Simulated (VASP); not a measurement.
Output of a VASP run:

### OUTCAR
```
 ion  position               nearest neighbor table
   1  0.500  0.000  0.000-  46 2.12  54 2.12  59 2.12  61 2.12  62 2.12  63 2.12  18 2.98  23 3.00
                            22 3.00   3 3.00   5 3.00   7 3.00   8 3.00  13 3.00  15 3.00   2 3.00
   2  0.750  0.250  0.000-  32 2.12  42 2.12  44 2.12  54 2.12  55 2.12  62 2.12  16 3.00  28 3.00
                             1 3.00   3 3.00   4 3.00   6 3.00  13 3.00  14 3.00  10 3.00  24 3.00
   3  0.750  0.000  0.250-  32 2.12  37 2.12  38 2.12  46 2.12  49 2.12  62 2.12  18 2.99   9 2.99
                            19 3.00  25 3.00   4 3.00   7 3.00   1 3.00  11 3.00  16 3.00   2 3.00
   4  0.000  0.000  0.000-  38 2.12  44 2.12  53 2.12  56 2.12  62 2.12  63 2.12  15 3.00  16 3.00
                            22 3.00  25 3.00  28 3.00  31 3.00   2 3.00   3 3.00   5 3.00   7 3.00
   5  0.250  0.250  0.000-  35 2.12  44 2.12  50 2.12  54 2.12  60 2.12  63 2.12  29 2.97  23 2.97
                            28 3.00   4 3.00   6 3.00   8 3.00  14 3.00  16 3.00  22 3.00   1 3.00
   6  0.500  0.500  0.000-  51 2.11  54 2.12  55 2.12  60 2.12  61 2.12  36 2.12  23 2.98  18 2.99
                            24 3.00   5 3.00   7 3.00  15 3.00   2 3.00  30 3.00  10 3.00  29 3.02
   7  0.750  0.750  0.000-  37 2.12  52 2.12  55 2.12  56 2.12  61 2.12  62 2.12  18 2.98  25 3.00
                            31 3.00   3 3.00   4 3.00   6 3.00  13 3.00  14 3.00   1 3.00  24 3.01
   8  0.250  0.000  0.250-  35 2.12  38 2.12  45 2.12  46 2.12  57 2.12  63 2.12   9 2.95  20 3.00
                            18 3.00   5 3.00  25 3.00   1 3.00  11 3.00  15 3.00  16 3.00   4 3.00
   9  0.497  0.245  0.255-  39 2.04  46 2.08  35 2.10  32 2.15  36 2.15  54 2.17  20 2.93  11 2.94
                             8 2.95   3 2.99   1 3.00   5 3.01  10 3.03  12 3.04   2 3.05  17 3.05
  10  0.749  0.499  0.252-  32 2.11  36 2.12  33 2.13  37 2.13  55 2.14  40 2.15  21 2.98  26 3.00
                            16 3.00   2 3.00  18 3.00   6 3.00  25 3.02  14 3.02   7 3.02  12 3.03
  11  0.500  0.000  0.500-  39 2.08  48 2.10  46 2.12  49 2.12  57 2.12  59 2.12   9 2.94  20 2.97
                            30 3.00  22 3.00   3 3.00  13 3.00   8 3.00  12 3.01  18 3.01  21 3.01
  12  0.753  0.248  0.506-  42 2.07  34 2.10  49 2.10  32 2.17  40 2.19  39 2.19  28 2.95  13 2.95
                            24 2.97  19 2.97  26 3.00  11 3.01  23 3.01  16 3.02   3 3.02  10 3.03
  13  0.750  0.000  0.750-  42 2.12  49 2.12  52 2.12  53 2.12  59 2.12  62 2.12  12 2.95  28 3.00
                            31 3.00   2 3.00   4 3.00   7 3.00  11 3.00   1 3.00  19 3.00  21 3.02
  14  0.000  0.500  0.000-  33 2.12  43 2.12  44 2.12  55 2.12  56 2.12  60 2.12  29 2.97  17 2.99
                             5 3.00  31 3.00   7 3.00  15 3.00  16 3.00   2 3.00  25 3.00  28 3.00
  15  0.250  0.750  0.000-  45 2.12  56 2.12  58 2.12  60 2.12  61 2.12  63 2.12  18 2.99  17 2.99
                            25 3.00  31 3.00   6 3.00   8 3.00  14 3.00   1 3.00   4 3.00  22 3.00
  16  0.000  0.250  0.250-  32 2.12  33 2.12  34 2.12  35 2.12  38 2.12  44 2.12  17 2.99  10 3.00
                            19 3.00  26 3.00   4 3.00   5 3.00   8 3.00   2 3.00  14 3.00   3 3.00
  17  0.246  0.503  0.251-  33 2.09  45 2.10  47 2.13  60 2.13  36 2.14  35 2.14  27 2.95  25 2.96
                            26 2.97  14 2.99  15 2.99  16 2.99  20 3.02  18 3.02   5 3.03   6 3.03
  18  0.501  0.751  0.248-  61 2.10  46 2.11  37 2.11  45 2.13  48 2.15  36 2.15   1 2.98   7 2.98
                             3 2.99  15 2.99   6 2.99   8 3.00  10 3.00  21 3.00  11 3.01  27 3.02
  19  0.000  0.000  0.500-  34 2.12  38 2.12  41 2.12  49 2.12  53 2.12  57 2.12  12 2.97  28 3.00
                            31 3.00   8 3.00   3 3.00  13 3.00  16 3.00  22 3.00  25 3.00  20 3.02
  20  0.255  0.249  0.501-  39 2.04  47 2.11  57 2.11  50 2.12  35 2.13  34 2.16   9 2.93  23 2.96
                            11 2.97  29 2.98  22 2.99   8 3.00  17 3.02  19 3.02  28 3.03  16 3.03
  21  0.747  0.745  0.502-  40 2.03  48 2.09  52 2.10  37 2.14  41 2.15  49 2.16  30 2.94  24 2.96
                            10 2.98  26 2.99  18 3.00  31 3.01  11 3.01  13 3.02  25 3.03   3 3.04
  22  0.250  0.000  0.750-  50 2.12  53 2.12  57 2.12  58 2.12  59 2.12  63 2.12  23 2.99  20 2.99
                            28 3.00  31 3.00   5 3.00  11 3.00  15 3.00  19 3.00   1 3.00   4 3.00
  23  0.497  0.251  0.752-  50 2.10  54 2.11  59 2.13  42 2.14  51 2.16  39 2.17  20 2.96  29 2.97
                             5 2.97   6 2.98  22 2.99   1 3.00  24 3.00   2 3.01  12 3.01  11 3.02
  24  0.748  0.499  0.749-  40 2.07  51 2.10  42 2.11  52 2.13  55 2.13  43 2.13  21 2.96  30 2.97
                            12 2.97  23 3.00   6 3.00  26 3.00   2 3.00  28 3.00   7 3.01  31 3.01
  25  0.000  0.750  0.250-  33 2.12  37 2.12  38 2.12  41 2.12  45 2.12  56 2.12  17 2.96  27 3.00
                            26 3.00   4 3.00   7 3.00   8 3.00  14 3.00  15 3.00   3 3.00  19 3.00
  26  0.000  0.500  0.500-  40 2.12  34 2.12  33 2.12  41 2.12  43 2.12  47 2.13  17 2.97  27 2.97
                            29 2.99  21 2.99  12 3.00  10 3.00  25 3.00  31 3.00  16 3.00  28 3.00
  27  0.250  0.745  0.500-  47 2.10  45 2.12  41 2.12  58 2.12  48 2.13  57 2.16  17 2.95  26 2.97
                            30 2.97  25 3.00  31 3.00  29 3.01  18 3.02   8 3.03  19 3.03  11 3.03
  28  0.000  0.250  0.750-  34 2.12  42 2.12  43 2.12  44 2.12  50 2.12  53 2.12  12 2.95  29 2.95
                            26 3.00   4 3.00   5 3.00   2 3.00  13 3.00  14 3.00  19 3.00  22 3.00
  29  0.247  0.496  0.751-  50 2.08  43 2.09  60 2.11  47 2.11  58 2.16  51 2.17  28 2.95   5 2.97
                            14 2.97  23 2.97  20 2.98  26 2.99  27 3.01  31 3.01   6 3.02  30 3.02
  30  0.500  0.745  0.745-  51 2.03  48 2.07  52 2.12  58 2.12  59 2.17  61 2.17  21 2.94  24 2.97
                            27 2.97  11 3.00   6 3.00  29 3.02  13 3.03  22 3.03   7 3.03  15 3.03
  31  0.000  0.750  0.750-  41 2.12  43 2.12  52 2.12  53 2.12  56 2.12  58 2.12  22 3.00  26 3.00
                             4 3.00   7 3.00  13 3.00  14 3.00  15 3.00  19 3.00  27 3.00  21 3.01
  32  0.750  0.250  0.250-  10 2.11   3 2.12   2 2.12  16 2.12   9 2.15  12 2.17
  33  0.000  0.500  0.250-  17 2.09  16 2.12  14 2.12  25 2.12  26 2.12  10 2.13
  34  0.000  0.250  0.500-  12 2.10  16 2.12  19 2.12  26 2.12  28 2.12  20 2.16
  35  0.250  0.250  0.250-   9 2.10   8 2.12   5 2.12  16 2.12  20 2.13  17 2.14
  36  0.499  0.498  0.250-  10 2.12   6 2.12  17 2.14   9 2.15  18 2.15
  37  0.750  0.750  0.250-  18 2.11   7 2.12   3 2.12  25 2.12  10 2.13  21 2.14
  38  0.000  0.000  0.250-   3 2.12   4 2.12   8 2.12  16 2.12  19 2.12  25 2.12
  39  0.495  0.244  0.496-  20 2.04   9 2.04  11 2.08  23 2.17  12 2.19
  40  0.751  0.506  0.505-  21 2.03  24 2.07  26 2.12  10 2.15  12 2.19
  41  0.000  0.750  0.500-  27 2.12  25 2.12  26 2.12  19 2.12  31 2.12  21 2.15
  42  0.750  0.250  0.750-  12 2.07  24 2.11  13 2.12   2 2.12  28 2.12  23 2.14
  43  0.000  0.500  0.750-  29 2.09  26 2.12  28 2.12  14 2.12  31 2.12  24 2.13
  44  0.000  0.250  0.000-   2 2.12   4 2.12   5 2.12  14 2.12  16 2.12  28 2.12
  45  0.250  0.750  0.250-  17 2.10  27 2.12   8 2.12  25 2.12  15 2.12  18 2.13
  46  0.500  0.000  0.250-   9 2.08  18 2.11   8 2.12   1 2.12  11 2.12   3 2.12
  47  0.251  0.497  0.502-  27 2.10  20 2.11  29 2.11  17 2.13  26 2.13
  48  0.501  0.752  0.500-  30 2.07  21 2.09  11 2.10  27 2.13  18 2.15
...
```

OSZICAR:
```
...
RMM:   2    -0.371716567442E+03   -0.95859E-03   -0.14333E-02   640   0.297E-01    0.145E-01
RMM:   3    -0.371716554074E+03    0.13369E-04   -0.10390E-03   640   0.840E-02    0.562E-02
RMM:   4    -0.371716483802E+03    0.70272E-04   -0.18510E-04   611   0.308E-02    0.338E-02
RMM:   5    -0.371716445301E+03    0.38500E-04   -0.19465E-04   597   0.277E-02    0.483E-02
RMM:   6    -0.371716436119E+03    0.91827E-05   -0.55688E-05   518   0.155E-02
   4 F= -.37171644E+03 E0= -.37169717E+03  d E =-.818382E+00  mag=     2.0000
       N       E                     dE             d eps       ncg     rms          rms(c)
DAV:   1    -0.371740116452E+03   -0.23671E-01   -0.17185E+01   736   0.119E+01    0.675E-01
RMM:   2    -0.371768317596E+03   -0.28201E-01   -0.34456E-01   640   0.157E+00    0.466E-01
RMM:   3    -0.371767927711E+03    0.38989E-03   -0.20550E-02   640   0.407E-01    0.241E-01
RMM:   4    -0.371766709783E+03    0.12179E-02   -0.37689E-03   640   0.146E-01    0.140E-01
RMM:   5    -0.371766101914E+03    0.60787E-03   -0.29251E-03   640   0.120E-01    0.170E-01
RMM:   6    -0.371765949148E+03    0.15277E-03   -0.63362E-04   640   0.576E-02    0.579E-02
RMM:   7    -0.371765969944E+03   -0.20796E-04   -0.87905E-05   576   0.228E-02    0.197E-02
RMM:   8    -0.371765971119E+03   -0.11741E-05   -0.23961E-05   424   0.988E-03
   5 F= -.37176597E+03 E0= -.37174669E+03  d E =-.495350E-01  mag=     2.0000
       N       E                     dE             d eps       ncg     rms          rms(c)
DAV:   1    -0.371766165123E+03   -0.19518E-03   -0.30363E+00   760   0.500E+00    0.276E-01
RMM:   2    -0.371771122772E+03   -0.49576E-02   -0.60280E-02   640   0.654E-01    0.174E-01
RMM:   3    -0.371771037862E+03    0.84910E-04   -0.35630E-03   640   0.169E-01    0.961E-02
RMM:   4    -0.371770831407E+03    0.20645E-03   -0.69676E-04   640   0.619E-02    0.555E-02
RMM:   5    -0.371770737750E+03    0.93658E-04   -0.46387E-04   640   0.481E-02    0.599E-02
RMM:   6    -0.371770721284E+03    0.16465E-04   -0.10106E-04   596   0.228E-02    0.238E-02
RMM:   7    -0.371770722904E+03   -0.16199E-05   -0.14068E-05   401   0.883E-03
   6 F= -.37177072E+03 E0= -.37175144E+03  d E =-.542868E-01  mag=     2.0000
       N       E                     dE             d eps       ncg     rms          rms(c)
DAV:   1    -0.371773089889E+03   -0.23686E-02   -0.28856E+00   736   0.468E+00    0.248E-01
RMM:   2    -0.371777688586E+03   -0.45987E-02   -0.56332E-02   640   0.603E-01    0.132E-01
RMM:   3    -0.371777499525E+03    0.18906E-03   -0.31428E-03   640   0.156E-01    0.840E-02
RMM:   4    -0.371777298472E+03    0.20105E-03   -0.68635E-04   640   0.610E-02    0.484E-02
RMM:   5    -0.371777246321E+03    0.52151E-04   -0.28493E-04   624   0.376E-02    0.326E-02
RMM:   6    -0.371777246716E+03   -0.39568E-06   -0.60336E-05   561   0.173E-02
   7 F= -.37177725E+03 E0= -.37175795E+03  d E =-.652381E-02  mag=     2.0000
       N       E                     dE             d eps       ncg     rms          rms(c)
DAV:   1    -0.371777168501E+03    0.77820E-04   -0.22241E-01   760   0.130E+00    0.682E-02
RMM:   2    -0.371777528692E+03   -0.36019E-03   -0.43632E-03   640   0.168E-01    0.396E-02
RMM:   3    -0.371777515008E+03    0.13684E-04   -0.24577E-04   640   0.434E-02    0.266E-02
RMM:   4    -0.371777501214E+03    0.13794E-04   -0.48724E-05   522   0.163E-02    0.154E-02
RMM:   5    -0.371777495060E+03    0.61537E-05   -0.28879E-05   467   0.117E-02
   8 F= -.37177750E+03 E0= -.37175819E+03  d E =-.677216E-02  mag=     2.0000
```

**OUTCAR**
```
------------------------ aborting loop because EDIFF is reached ----------------------------------------
  FORCE on cell =-STRESS in cart. coord.  units (eV):
  Direction    XX          YY          ZZ          XY          YZ          ZX
  --------------------------------------------------------------------------------------
  Total      -17.2742660    -17.2503822    -17.2678994      0.0312087     -0.0367016      0.0337074
  in kB      -45.2745218    -45.2119239    -45.2578352      0.0817955     -0.0961921      0.0883445
  external PRESSURE =     -45.2480936 kB  Pullay stress =       0.0000000 kB
  volume of cell :      611.30
      direct lattice vectors                 reciprocal lattice vectors
     8.486959016  0.000000000  0.000000000     0.117827834  0.000000000  0.000000000
     0.000000000  8.486959016  0.000000000     0.000000000  0.117827834  0.000000000
     0.000000000  0.000000000  8.486959016     0.000000000  0.000000000  0.117827834
  FREE ENERGIE OF THE ION-ELECTRON SYSTEM (eV)
  ---------------------------------------------------
  free  energy   TOTEN  =      -371.7774950603 eV

  energy  without entropy=     -371.7388949026  energy(sigma->0) =     -371.75819498

 total charge

# of ion       s       p       d       tot
------------------------------------------
    1        0.145   0.174   0.077   0.396
    2        0.143   0.171   0.074   0.388
    3        0.143   0.171   0.074   0.388
    4        0.145   0.174   0.076   0.394
    5        0.143   0.171   0.074   0.388
    6        0.156   0.188   0.086   0.429
    7        0.143   0.171   0.074   0.388
    8        0.143   0.171   0.074   0.388
    9        0.143   0.170   0.074   0.388
   10        0.143   0.170   0.074   0.388
   11        0.156   0.188   0.086   0.429
   12        0.143   0.170   0.074   0.388
   13        0.143   0.171   0.074   0.388
   14        0.145   0.174   0.077   0.396
   15        0.143   0.171   0.074   0.388
   16        0.143   0.171   0.074   0.388
   17        0.143   0.171   0.074   0.388
   18        0.143   0.171   0.075   0.389
   19        0.145   0.174   0.077   0.396
   20        0.143   0.171   0.074   0.388
   21        0.143   0.171   0.074   0.388
   22        0.143   0.171   0.074   0.388
   23        0.143   0.171   0.074   0.388
   24        0.143   0.171   0.074   0.388
   25        0.143   0.171   0.074   0.388
   26        0.156   0.188   0.086   0.429
   27        0.143   0.171   0.074   0.388
   28        0.143   0.171   0.074   0.388
   29        0.143   0.171   0.074   0.388
   30        0.143   0.171   0.074   0.388
   31        0.143   0.171   0.074   0.388
   32        1.567   3.557   0.000   5.124
   33        1.569   3.544   0.000   5.113
   34        1.569   3.544   0.000   5.113
   35        1.567   3.557   0.000   5.124
   36        1.573   3.541   0.000   5.113
   37        1.567   3.556   0.000   5.124
   38        1.567   3.557   0.000   5.124
   39        1.573   3.542   0.000   5.114
   40        1.572   3.542   0.000   5.114
   41        1.569   3.544   0.000   5.113
   42        1.567   3.556   0.000   5.124
   43        1.569   3.544   0.000   5.113
   44        1.567   3.557   0.000   5.123
   45        1.568   3.556   0.000   5.124
   46        1.569   3.544   0.000   5.113
   47        1.573   3.541   0.000   5.114
   48        1.573   3.542   0.000   5.115
...
```
(Selected blocks of OUTCAR.)

POSCAR:
```
Mg31O32
1
    8.4869590160     0.0000000000     0.0000000000
    0.0000000000     8.4869590160    -0.0000000000
   -0.0000000000    -0.0000000000     8.4869590160
Mg O
31 32
Direct
  0.5000000000   0.0000000000   0.0000000000
  0.7500000000   0.2500000000   0.0000000000
  0.7500000000   0.0000000000   0.2500000000
  0.0000000000   0.0000000000   0.0000000000
  0.2500000000   0.2500000000   0.0000000000
  0.5000000000   0.5000000000   0.0000000000
  0.7500000000   0.7500000000   0.0000000000
  0.2500000000   0.0000000000   0.2500000000
  0.4971150000   0.2448860000   0.2550740000
  0.7487060000   0.4985600000   0.2518000000
  0.5000000000   0.0000000000   0.5000000000
  0.7532020000   0.2477670000   0.5056790000
  0.7500000000   0.0000000000   0.7500000000
  0.0000000000   0.5000000000   0.0000000000
  0.2500000000   0.7500000000   0.0000000000
  0.0000000000   0.2500000000   0.2500000000
  0.2463090000   0.5026630000   0.2513950000
  0.5010010000   0.7512370000   0.2477060000
  0.0000000000   0.0000000000   0.5000000000
  0.2547160000   0.2490520000   0.5006190000
  0.7471740000   0.7451370000   0.5020650000
  0.2500000000   0.0000000000   0.7500000000
  0.4974820000   0.2508750000   0.7517490000
  0.7484960000   0.4991880000   0.7487280000
  0.0000000000   0.7500000000   0.2500000000
  0.0000000000   0.5000000000   0.5000000000
  0.2498340000   0.7451660000   0.4997680000
  0.0000000000   0.2500000000   0.7500000000
  0.2465380000   0.4955890000   0.7511060000
  0.5000870000   0.7449090000   0.7445080000
  0.0000000000   0.7500000000   0.7500000000
  0.7500000000   0.2500000000   0.2500000000
  0.0000000000   0.5000000000   0.2500000000
  0.0000000000   0.2500000000   0.5000000000
  0.2500000000   0.2500000000   0.2500000000
  0.4986660000   0.4980460000   0.2501570000
  0.7500000000   0.7500000000   0.2500000000
  0.0000000000   0.0000000000   0.2500000000
  0.4949630000   0.2444420000   0.4958720000
  0.7505540000   0.5055500000   0.5047190000
  0.0000000000   0.7500000000   0.5000000000
  0.7500000000   0.2500000000   0.7500000000
  0.0000000000   0.5000000000   0.7500000000
  0.0000000000   0.2500000000   0.0000000000
  0.2500000000   0.7500000000   0.2500000000
  0.5000000000   0.0000000000   0.2500000000
  0.2513970000   0.4972140000   0.5020760000
  0.5012560000   0.7522670000   0.5004790000
  0.7500000000   0.0000000000   0.5000000000
  0.2500000000   0.2500000000   0.7500000000
  0.5014420000   0.5055630000   0.7519670000
  0.7500000000   0.7500000000   0.7500000000
  0.0000000000   0.0000000000   0.7500000000
  0.5000000000   0.2500000000   0.0000000000
  0.7500000000   0.5000000000   0.0000000000
  0.0000000000   0.7500000000   0.0000000000
  0.2500000000   0.0000000000   0.5000000000
  0.2500000000   0.7500000000   0.7500000000
  0.5000000000   0.0000000000   0.7500000000
  0.2500000000   0.5000000000   0.0000000000
  0.5000000000   0.7500000000   0.0000000000
  0.7500000000   0.0000000000   0.0000000000
  0.2500000000   0.0000000000   0.0000000000
```

Task: Reconstruct the remaining input files.

Result: Several could match; the one computed here: the input of the run itself, PBE GGA, plane waves, VASP's PBE PAW potentials (set 64).

INCAR:
```
SYSTEM = Mg31O32
PREC = Normal
ENCUT = 400
EDIFF = 1E-5
NELM = 100
ALGO = Fast
LREAL = Auto
LASPH = .TRUE.
ISMEAR = 0
SIGMA = 0.05
GGA = PE
LWAVE = .TRUE.
LCHARG = .FALSE.
NELMIN = 4
ISYM = 0
ISPIN = 2
NUPDOWN = 2
MAGMOM = 63*0.0317
LORBIT = 10
IBRION = 2
ISIF = 2
NSW = 60
EDIFFG = -0.03
```

### KPOINTS
```
Automatic mesh
0
Gamma
1 1 1
0 0 0
```

POTCAR, in this order: Mg O (PBE.64 set). Program: vasp_gam.

At this cut-off the stress carries a Pulay error, which pulls relaxed volumes low. The supercell is sampled at Γ alone, which is coarse: total energies, pressure and levels can be off, energies of defects by several tenths of an eV.

The cell is a supercell with a defect, built from MgO (rock salt): vac_Mg.
